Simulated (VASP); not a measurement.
ZnCdO₂ (space group P3m1): the band gap from VASP (plane waves, PAW) at several levels of theory. Gaps are without spin-orbit coupling. Each level names its cell: its own relaxed one, PBE's, or the starting one. A gap is the smallest over the k-mesh and a band path; hybrids may have named points in place of the path, and GW has the mesh alone.

| level | band gap (eV) |
|---|---|
| PBEsol (own cell) | 0 (metallic) |
| r2SCAN (own cell) | 0.40 |
| HSE06 (PBE cell) | 1.43 |

The cell of the PBEsol (own cell) run:

Space group P3m1 (No. 156); a = 3.385 Å, b = 3.385 Å, c = 5.618 Å, α = 90.00°, β = 90.00°, γ = 120.00°

```json
[
 {"atom": "Zn", "site": "1a", "symmetry": "3m.", "x": "0.0000", "y": "0.0000", "z": "0.9975"},
 {"atom": "Cd", "site": "1c", "symmetry": "3m.", "x": "0.6667", "y": "0.3333", "z": "0.4889"},
 {"atom": "O", "site": "1c", "symmetry": "3m.", "x": "0.6667", "y": "0.3333", "z": "0.0975"},
 {"atom": "O", "site": "1a", "symmetry": "3m.", "x": "0.0000", "y": "0.0000", "z": "0.6521"}
]
```

Only levels that ran to the end are used. Left out are those held back, those with too coarse a band path, GW runs whose mesh misses a band edge, hybrids' fits of cells that aren't cubic and levels without matching references; a question may draw on a part of the rest.

The structure comes from a computed database's ZnCdO2 entry (P3m1); how it stands against other phases isn't given here.
